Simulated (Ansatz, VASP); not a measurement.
# Ge5F2 in two plane-wave programs, part 2 of 2

Wanted: the spread between two codes on one cell, functional and k mesh. The cell is taken from a series of runs on this material, whose earlier steps may have relaxed, scaled, displaced or heated it; both programs get it as it stands.

VASP 6.6.1 and Ansatz 0.2.0.

So far: Set-up; VASP: single point, PBEsol, pair 1.

## (3) Ansatz: single point, PBEsol, pair 1

Level of this step: Ansatz beside VASP: Kohn-Sham DFT, plane waves, PBEsol (Ansatz).

Ansatz runs on its PAW soft_1 files.

The same cell, functional and mesh now go to Ansatz, which takes its cutoff from its data sets.

input.yaml reads:

```yaml
crystal:
  lattice:
    - [4.000810168, 0.0, 0.0]
    - [0.0, 5.658, 0.0]
    - [0.0, 0.0, 44.8]
  atoms:
    - { symbol: Ge, position: [0.0, 0.0034739222, 0.4107775823] }
    - { symbol: Ge, position: [0.0, 0.7500228169, 0.4553454924] }
    - { symbol: Ge, position: [0.5, 0.4999771831, 0.4553454924] }
    - { symbol: Ge, position: [0.5, 0.2465260778, 0.4107775823] }
    - { symbol: Ge, position: [0.0, 0.0002228646, 0.5] }
    - { symbol: Ge, position: [0.0, 0.7500228169, 0.5446545076] }
    - { symbol: Ge, position: [0.5, 0.4999771831, 0.5446545076] }
    - { symbol: Ge, position: [0.5, 0.2497771354, 0.5] }
    - { symbol: Ge, position: [0.0, 0.0034739222, 0.5892224177] }
    - { symbol: Ge, position: [0.5, 0.2465260778, 0.5892224177] }
    - { symbol: F, position: [0.0, 0.8185065345, 0.3796490739] }
    - { symbol: F, position: [0.5, 0.4314934655, 0.3796490739] }
    - { symbol: F, position: [0.0, 0.8185065345, 0.6203509261] }
    - { symbol: F, position: [0.5, 0.4314934655, 0.6203509261] }
  periodic: [true, true, false]
kpoints:
  mp_grid: { grid: [8, 6, 1] }
hamiltonian:
  xc: pbesol
  pseudopotentials: { kind: paw, azcp: { folder: soft_1 }, xc_functional: pbe }
scf:
  occupations: { method: fixed }
  n_extra_bands: 8
output:
  eigenvalues: true
  forces: true
  stress: true
  band_densities: [{ e_range: [-0.08, 0] }, { e_range: [0.5, 0.63] }]
  volumetric_format: npy
```

The run is started by

```
$ ansatz run input.yaml --threads 3 --pin off --max-ram 92160MiB --backend cuda --events-out ev --progress --plain --runs-dir out --devices 1 --max-vram 13GiB
```

Numbers of over 12 decimals in the logs are rounded to 6 here.

Output:

```text
scf.n_extra_bands = 8 over 84 filled bands (N_el = 168.0): the run solves 92 bands
GPUs: using 1 of 1 available (devices: 1).
Engine: ansatz 0.2.0, x86_64-unknown-linux-gnu
Pseudopotentials: kind: paw
Pseudopotential: Ge, paw, valence charge 14, recommended cutoff 420 eV (normal), soft_1/Ge.paw.azcp
Pseudopotential: F, paw, valence charge 7, recommended cutoff 420 eV (normal), soft_1/F.paw.azcp
Functional definition: PBEsol
  exchange = pbesol_x
  correlation = pbesol_c
device memory: the entry about to start is reckoned to put 8.4 GiB on a device that reports 19.5 GiB free (of which the cap on the GPU budget leaves the run 13.0 GiB)
GPU FFT provider: cuFFT
GPU libraries: cuBLAS 13.8.2, cuFFT 12.4.0, cuSOLVER 12.3.4
Crystal: 14 atoms, lattice volume = 1014.119 Å³
Basis set: ecut = 420 eV, 19939 PW (Γ), exchange–correlation on 54×80×600 points (8 copies of the dense FFT grid, shifted against one another)
Bands: 92, of which v1, the nominal top of the filled ones, is band 84 counted from 1 (83 counted from 0)
Symmetry: 8 space group operations
Space group: Pmma (ITA 51), of the structure as read, at distance tolerance 1.0e-4 Å
k-points: 20 of 48
Non-local potential: Ge, projectors of the file, l = 0: 2, l = 1: 2, l = 2: 3, l = 3: 1
Non-local potential: F, projectors of the file, l = 0: 2, l = 1: 2, l = 2: 1
PAW form: soft (Blöchl's): semilocal exchange-correlation on the pseudo side does not see the compensation charge
PAW frozen core: Ge, regenerated for the run's functional, and the local potential with it (the file was generated under x = pbe(κ = 0.804, μ = 0.219515), c = pbe(β = 0.066725))
PAW frozen core: F, regenerated for the run's functional, and the local potential with it (the file was generated under x = pbe(κ = 0.804, μ = 0.219515), c = pbe(β = 0.066725))
PAW one-centre angular grid: Ge, 590 points (default); XC on 64 Gauss nodes
PAW one-centre angular grid: F, 110 points (default); XC on 64 Gauss nodes
Initial density: superposition of atomic densities (neutral atoms: chi_scale 0, normalization atom)
Initial wavefunctions: pseudopotential atomic-orbital guess
GPU buffer pool allocated for 324000 grid points (all kernels)
GPU transforms: local potential and band sums: pruned to the plane-wave sphere, on 27×40×300
Functional: x = pbesol(κ = 0.804, μ = 0.123457), c = pbesol(β = 0.046)
SCF iter   1: F=—  HF=-45739.132413 eV  |F-HF|=—  |Δ(HF+E_count)|=         —  Δρ=3.46e-2  dr2=1.20e1  ethr=3.10e-3  ⟨swp⟩=5.8  Hψ=7857  notcnv=0  defer=105
preconditioner: auto → Resta (q_TF=auto, 2.022 Å⁻¹)  ε∞=1.6  [insulator: Δε(μ)=0.407 eV  Ē_g=20.173 eV  n_scr=152 (ndim 8)  ℏωp=15.1 eV  f_vac=0.710  ε∞_Penn≈1.6  vacuum switching on, ρ_ref=3.0e-2 e/Å³]
SCF iter   2: F=—  HF=-45737.413988 eV  |F-HF|=—  |Δ(HF+E_count)|=    1.72e0  Δρ=2.86e-2  dr2=7.80e0  ethr=3.10e-3  ⟨swp⟩=4.0  Hψ=3556  notcnv=0  defer=100
SCF iter   3: F=—  HF=-45736.477541 eV  |F-HF|=—  |Δ(HF+E_count)|=   9.36e-1  Δρ=1.01e-2  dr2=1.90e0  ethr=3.10e-3  ⟨swp⟩=3.9  Hψ=3203  notcnv=0  defer=105
SCF iter   4: F=—  HF=-45736.254420 eV  |F-HF|=—  |Δ(HF+E_count)|=   2.23e-1  Δρ=4.96e-3  dr2=3.79e-1  ethr=1.13e-3  ⟨swp⟩=3.7  Hψ=2866  notcnv=0  defer=118
SCF iter   5: F=—  HF=-45736.198804 eV  |F-HF|=—  |Δ(HF+E_count)|=   5.56e-2  Δρ=1.42e-3  dr2=2.96e-2  ethr=2.26e-4  ⟨swp⟩=3.0  Hψ=2894  notcnv=0  defer=120
SCF iter   6: F=—  HF=-45736.196693 eV  |F-HF|=—  |Δ(HF+E_count)|=   2.11e-3  Δρ=3.36e-4  dr2=9.16e-4  ethr=1.76e-5  ⟨swp⟩=3.5  Hψ=2818  notcnv=0  defer=120
SCF iter   7: F=—  HF=-45736.196783 eV  |F-HF|=—  |Δ(HF+E_count)|=   8.94e-5  Δρ=1.06e-4  dr2=1.42e-4  ethr=5.45e-7  ⟨swp⟩=3.1  Hψ=3195  notcnv=0  defer=120
SCF iter   8: F=—  HF=-45736.196805 eV  |F-HF|=—  |Δ(HF+E_count)|=   2.27e-5  Δρ=2.73e-5  dr2=1.10e-5  ethr=8.44e-8  ⟨swp⟩=3.2  Hψ=3104  notcnv=0  defer=118
SCF iter   9: F=—  HF=-45736.197326 eV  |F-HF|=—  |Δ(HF+E_count)|=   5.21e-4  Δρ=8.40e-6  dr2=6.47e-7  ethr=6.56e-9  ⟨swp⟩=3.5  Hψ=3739  notcnv=0  defer=108
SCF iter  10: F=-45736.197326 eV  HF=-45736.197326 eV  |F-HF|=1.26e-8  |Δ(HF+E_count)|=   1.07e-7  Δρ=2.34e-6  dr2=4.07e-8  ethr=5.95e-11  ⟨swp⟩=18.9  Hψ=12515  notcnv=0
SCF 1 converged in 10 iterations: F = -45736.197326 eV  dr2 = 4.07e-8
  greatest PAW one-centre occupation: 0.999 electrons in one spin orbital (limit 2), on the Ge atom at site 9 (counted from 0), in its partial waves of l = 2
device memory: the entry about to start is reckoned to put 5.5 GiB on a device that reports 19.3 GiB free (of which the cap on the GPU budget leaves the run 13.0 GiB)
NSCF: frozen V_eff on 20 k-points
SCF converged after 10 iterations
Free energy (F): -45736.197326 eV
Harris-Foulkes:  -45736.197326 eV  (|F-HF|=1.26e-8)
Internal energy: -45736.197326 eV  (E = F + TS)
E sigma→0 (E₀):  -45736.197326 eV
Fermi energy:    -6.748045 eV
--- Per-component energies (eV) ---
  E_band       = -4109.513095
  E_kinetic    = 1713.407655
  E_local      = -844880.939387  (includes V_loc(G=0)·N_el)
  E_nonlocal   = 2549.361030
  E_hartree    = 420380.960352
  E_xc         = -1010.309343
  E_vxc        = -1037.793353  (∫ρ·V_xc dr)
  E_paw        = -20520.963018  (= ΣΔE_a)
  E_vpaw       = -3215.481461  (= ΣTr[D̂ρ^β])
  E_aug_tail   = 0.002979  (compensation charges beyond the density's cutoff)
  E_ewald      = 396022.933258
  E_core_change = 9.349148  (= ΣΔE_core)
  E_smearing   = -0.000000  (= −TS)
  E_closure    = -0.000000  (closes the sum)
  Σ components = -45736.197326   (vs F -45736.197326, Δ=0.00e0)
--- Forces (eV/Å), atoms counted from 1 ---
  atom   1  Ge    -0.00000000    -0.01285742    -0.00210434
  atom   2  Ge    -0.00000000     0.01280719    -0.00335332
  atom   3  Ge     0.00000000    -0.01280719    -0.00335332
  atom   4  Ge     0.00000000     0.01285742    -0.00210434
  atom   5  Ge    -0.00000000    -0.00980958    -0.00000000
  atom   6  Ge    -0.00000000     0.01280719     0.00335332
  atom   7  Ge     0.00000000    -0.01280719     0.00335332
  atom   8  Ge     0.00000000     0.00980958     0.00000000
  atom   9  Ge    -0.00000000    -0.01285742     0.00210434
  atom  10  Ge     0.00000000     0.01285742     0.00210434
  atom  11  F     -0.00000000    -0.00269772     0.00343904
  atom  12  F      0.00000000     0.00269772     0.00343904
  atom  13  F     -0.00000000    -0.00269772    -0.00343904
  atom  14  F      0.00000000     0.00269772    -0.00343904
  max |Σ_I F_I| component: 3.47e-18 eV/Å
--- 2D stress c σ (N/m, compression-positive) ---
        2.728503      -0.000000       0.000000
       -0.000000       1.005502       0.000000
        0.000000       0.000000       0.000000
  P = ½ c Tr σ = 1.8670 N/m
--- Band table (eV; the first three rows and the last of 20) ---
  k-point 0: bands = [... 80 lower, -7.7979, -7.7729, -7.0660, -6.7480, -6.1809, -5.8219, -5.2725, -4.9142, ... 4 higher]
  k-point 1: bands = [... 80 lower, -8.0109, -7.7677, -7.1885, -7.0861, -6.1901, -5.6768, -5.3519, -5.2346, ... 4 higher]
  k-point 2: bands = [... 80 lower, -7.9449, -7.7309, -7.5507, -7.4804, -6.0343, -6.0242, -5.5905, -5.0383, ... 4 higher]
  k-point 19: bands = [... 80 lower, -8.4149, -8.4149, -8.3782, -8.3782, -5.7746, -5.7746, -4.0918, -4.0918, ... 4 higher]
--- Band densities, each state counted as filled ---
  window                                       electrons  max residual (eV)  cut levels
  e_range: [-0.08, 0]                           0.041667             6.5e-7           0
  e_range: [0.5, 0.63]                          0.166667             2.3e-6           0
```

## (4) Side by side

Known differences besides the potentials themselves: fixed occupations in Ansatz, narrow Gaussian smearing in VASP; Ansatz cuts the interaction across the vacuum, VASP repeats the sheet with a dipole correction; the cutoff is 420 eV in Ansatz and 520 eV in VASP; Ansatz makes its cores anew for this functional, VASP keeps those of its PBE data sets. Total energies have different zeros and are not compared.

Compared:

```
              quantity  Ansatz   VASP  difference
gap on the k mesh (eV)   0.558  0.561      -0.003
```

Forces on 7 of the 14 atoms, those with the largest forces and the largest differences (eV/Å; atoms numbered as in POSCAR):

```
atom         Ansatz x, y, z           VASP x, y, z
 Ge1  0.000, -0.013, -0.002    0.000, 0.047, 0.069
 Ge4   0.000, 0.013, -0.002   0.000, -0.047, 0.069
Ge10    0.000, 0.013, 0.002  0.000, -0.047, -0.069
 F11   0.000, -0.003, 0.003  0.000, -0.058, -0.067
 F12    0.000, 0.003, 0.003   0.000, 0.058, -0.067
 F13  0.000, -0.003, -0.003   0.000, -0.058, 0.067
 F14   0.000, 0.003, -0.003    0.000, 0.058, 0.067
```

The forces differ by 40 meV/Å r.m.s., where the r.m.s. force is 0.006 eV/Å in Ansatz and 0.038 eV/Å in VASP: the atoms lie near their places of rest in Ansatz, so a percentage would say little (all taken over all components). A gap on the mesh is an upper bound, since the band edges may lie between its points. With vacuum in the cell, a pressure given here is an average over mostly empty space and none of the material.

## (5) Ansatz: single point, PBEsol, pair 2

A single point gives forces, pressure and levels at one fixed geometry, so differences don't come from the geometry; what else differs is listed under the comparison.

The cell is taken from a series of runs on this material, whose earlier steps may have relaxed, scaled, displaced or heated it; both programs get it as it stands.

input.yaml, as its differences from that of step 3:

```diff
@@ -22,3 +22,6 @@
 kpoints:
-  mp_grid: { grid: [8, 6, 1] }
+  mp_grid: { grid: [6, 4, 1] }
+  band_path:
+    path: [[0, 0, 0], [0.5, 0, 0], [0.5, 0.5, 0], [0, 0.5, 0], [0, 0, 0]]
+    npoints: 10
 hamiltonian:
@@ -27,3 +30,3 @@
 scf:
-  occupations: { method: fixed }
+  occupations: { method: fermi_dirac, width: 0.02 }
   n_extra_bands: 8
@@ -33,3 +36,5 @@
   stress: true
-  band_densities: [{ e_range: [-0.08, 0] }, { e_range: [0.5, 0.63] }]
+  write_density: true
+  write_potential: true
+  elf: true
   volumetric_format: npy
```

Output:

```text
[...]
GPUs: using 1 of 1 available (devices: 1).
[...]
GPU FFT provider: cuFFT
GPU libraries: cuBLAS 13.8.2, cuFFT 12.4.0, cuSOLVER 12.3.4
Crystal: 14 atoms, lattice volume = 1014.119 Å³
Basis set: ecut = 420 eV, 19939 PW (Γ), exchange–correlation on 54×80×600 points (8 copies of the dense FFT grid, shifted against one another)
[...]
k-point 0: bands = [... 80 lower, -7.7966, -7.7700, -7.0626, -6.7446, -6.1792, -5.8203, -5.2709, -4.9130, ... 4 higher]
  k-point 1: bands = [... 80 lower, -7.7900, -7.7736, -7.3685, -7.3203, -6.1257, -5.7391, -5.5445, -5.1533, ... 4 higher]
  k-point 2: bands = [... 80 lower, -8.2163, -8.1251, -7.6897, -7.5919, -6.1278, -6.0956, -5.4721, -5.2247, ... 4 higher]
  k-point 11: bands = [... 80 lower, -8.4133, -8.4133, -8.3761, -8.3761, -5.7724, -5.7724, -4.0899, -4.0899, ... 4 higher]
[key lines of the parts left out:]
SCF converged after 10 iterations
Free energy (F): -45736.158646 eV
Fermi energy:    -6.463955 eV
P = ½ c Tr σ = 1.8307 N/m
```

## (6) VASP: single point, PBEsol, pair 2

The same cell, functional, mesh and smearing now go to VASP, with its own data sets.

INCAR reads:

```
SYSTEM = Ge5F2
PREC = Accurate
ENCUT = 520
EDIFF = 1E-06
NELM = 120
ISMEAR = -1
SIGMA = 0.02
LREAL = .FALSE.
ALGO = Normal
GGA = PS
NBANDS = 104
LORBIT = 11
LWAVE = .FALSE.
LCHARG = .FALSE.
ISIF = 2
LDIPOL = .TRUE.
IDIPOL = 3
DIPOL = 0.5 0.5 0.5
LVHAR = .TRUE.
LASPH = .TRUE.
GGA_COMPAT = .FALSE.
EFERMI = MIDGAP
NELMDL = -8
KPAR = 4
```

POSCAR reads:

```
Ge5F2
1.0
    4.0008101680      0.0000000000      0.0000000000
    0.0000000000      5.6580000000      0.0000000000
    0.0000000000      0.0000000000     44.8000000000
Ge F
10 4
Direct
    0.0000000000      0.0034739222      0.4107775823
    0.0000000000      0.7500228169      0.4553454924
    0.5000000000      0.4999771831      0.4553454924
    0.5000000000      0.2465260778      0.4107775823
    0.0000000000      0.0002228646      0.5000000000
    0.0000000000      0.7500228169      0.5446545076
    0.5000000000      0.4999771831      0.5446545076
    0.5000000000      0.2497771354      0.5000000000
    0.0000000000      0.0034739222      0.5892224177
    0.5000000000      0.2465260778      0.5892224177
    0.0000000000      0.8185065345      0.3796490739
    0.5000000000      0.4314934655      0.3796490739
    0.0000000000      0.8185065345      0.6203509261
    0.5000000000      0.4314934655      0.6203509261
```

KPOINTS reads:

```
Automatic mesh
0
Gamma
6 4 1
0 0 0
```

PAW data sets: Ge_d and F (PBE family, release 64).

The run is started by

```
$ mpirun -np 4 vasp_std
```

Output:

```text
[banner, memory and clock lines left out]
running    4 mpi-ranks, on    1 nodes
[...]
[... a notice as in an earlier step ...]

 LDA part: xc-table for (Slater+PW92), standard interpolation
 POSCAR, INCAR and KPOINTS ok, starting setup
[...]
entering main loop
       N       E                     dE             d eps       ncg     rms          rms(c)
DAV:   1     0.205507467571E+04    0.20551E+04   -0.80330E+04  3216   0.234E+03
DAV:   2     0.364384311104E+03   -0.16907E+04   -0.16226E+04  3224   0.620E+02
DAV:   3    -0.329583785771E+02   -0.39734E+03   -0.39121E+03  3544   0.233E+02
DAV:   4    -0.697009098313E+02   -0.36743E+02   -0.36376E+02  2944   0.821E+01
[...]
DAV:  26    -0.676310607301E+02   -0.19578E-05   -0.14958E-07  1744   0.458E-03    0.328E-04
DAV:  27    -0.676310619854E+02   -0.12553E-05   -0.57278E-08  1520   0.606E-03    0.142E-04
DAV:  28    -0.676310627329E+02   -0.74750E-06   -0.38702E-08  1584   0.153E-03
   1 F= -.67631063E+02 E0= -.67631063E+02  d E =-.352399E-07
```

OUTCAR, selected parts (step 6):

```text
  Total        3.6493807      1.2265621      0.0820242      0.0000000      0.0000000      0.0000000
  in kB        5.7655514      1.9378101      0.1295876      0.0000000      0.0000000      0.0000000
  external PRESSURE =       2.6109831 kB  Pullay stress =       0.0000000 kB

 POSITION                                       TOTAL-FORCE (eV/Angst)
 -----------------------------------------------------------------------------------
      0.00000      0.01966     18.40284        -0.000000      0.059380      0.070340
      0.00000      4.24363     20.39948         0.000000     -0.001405     -0.000237
      2.00041      2.82887     20.39948        -0.000000      0.001405     -0.000237
      2.00041      1.39484     18.40284         0.000000     -0.059380      0.070340
      0.00000      0.00126     22.40000        -0.000000      0.001653      0.000000
      0.00000      4.24363     24.40052         0.000000     -0.001405      0.000237
      2.00041      2.82887     24.40052        -0.000000      0.001405      0.000237
      2.00041      1.41324     22.40000        -0.000000     -0.001653      0.000000
      0.00000      0.01966     26.39716        -0.000000      0.059380     -0.070340
      2.00041      1.39484     26.39716         0.000000     -0.059380     -0.070340
      0.00000      4.63111     17.00828        -0.000000     -0.057278     -0.067557
      2.00041      2.44139     17.00828         0.000000      0.057278     -0.067557
      0.00000      4.63111     27.79172        -0.000000     -0.057278      0.067557
      2.00041      2.44139     27.79172         0.000000      0.057278      0.067557
 -----------------------------------------------------------------------------------
    total drift:                                0.000000      0.000000      0.000000

  FREE ENERGIE OF THE ION-ELECTRON SYSTEM (eV)
  ---------------------------------------------------
  free  energy   TOTEN  =       -67.6310627329 eV

  energy  without entropy=      -67.6310626977  energy(sigma->0) =      -67.63106272

[... 1 part as in an earlier step ...]

[... 2 further parts left out ...]
[key lines of the parts left out:]
E-fermi :  -3.6657
```

## (7) Comparison

Compared:

```csv
quantity,Ansatz,VASP,difference
gap on the k mesh (eV),0.565,0.573,-0.008
```

Forces on 7 of the 14 atoms, those with the largest forces and the largest differences (eV/Å; atoms numbered as in POSCAR):

```
atom        Ansatz x, y, z           VASP x, y, z
 Ge1  0.000, 0.000, -0.001    0.000, 0.059, 0.070
 Ge4  0.000, 0.000, -0.001   0.000, -0.059, 0.070
 Ge9   0.000, 0.000, 0.001   0.000, 0.059, -0.070
Ge10   0.000, 0.000, 0.001  0.000, -0.059, -0.070
 F11  0.000, -0.002, 0.003  0.000, -0.057, -0.068
 F12   0.000, 0.002, 0.003   0.000, 0.057, -0.068
 F14  0.000, 0.002, -0.003    0.000, 0.057, 0.068
```

The forces differ by 40 meV/Å r.m.s., where the r.m.s. force is 0.001 eV/Å in Ansatz and 0.039 eV/Å in VASP: the atoms lie near their places of rest in Ansatz, so a percentage would say little (all taken over all components). A gap on the mesh is an upper bound, since the band edges may lie between its points. With vacuum in the cell, a pressure given here is an average over mostly empty space and none of the material.

## (8) Results

| Item | Value |
| --- | --- |
| r.m.s. force difference (single point, PBEsol, pair 1) | 40 meV/Å |
| r.m.s. force difference (single point, PBEsol, pair 2) | 40 meV/Å |

The r.m.s. force difference is 40 meV/Å (single point, PBEsol, pair 1), beyond the 12 meV/Å picked in this series as the mark of a large difference. What causes the difference of the single point, PBEsol, pair 1 pair stays open here. What causes the difference of the single point, PBEsol, pair 2 pair stays open here. Such differences can come from data sets, numerical settings and the points named under the comparisons, not from the functional's error against experiment.

[Lines on the potential files, build, host, timing and source positions are cut from VASP's logs without a mark.]

[Logs are printed without paths, hosts, clocks, repeated set-up lines and the standing remarks that a program may print on its own settings, such as how far it seeks lower states.]

[Hosts, paths, dates, database ids (printed as entryN), source tags and the programs' standing remarks are cut or masked in the printed files.]
